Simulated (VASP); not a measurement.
```
NiSi2
1.0
    0.00000     2.75910     2.75910
    2.75910     0.00000     2.75910
    2.75910     2.75910     0.00000
Si Ni
2 1
Direct
  0.25000   0.25000   0.25000
  0.75000   0.75000   0.75000
  0.00000   0.00000   0.00000
```

Calculation: PBE GGA, VASP's PBE PAW potentials (set 64) (plane waves; VASP). Settings: PREC = Normal, 400 eV cut-off, 9×9×9 Γ-centred mesh, first-order Methfessel-Paxton smearing of 0.10 eV, potentials Si Ni.

Question: Give the stress tensor in GPa (positive for a compressed cell).

Answer: 
```
-5.12   0.00   0.00
 0.00  -5.12   0.00
 0.00   0.00  -5.12
```
The pressure is its mean diagonal, -5.12 GPa.

The compound is NiSi2 in the fluorite structure. The cell was not relaxed at this level. The run is one of a series of settings (PREC = Normal against the base run), some of them coarse on purpose. The run is not spin-polarised, so no magnetic state was tried.
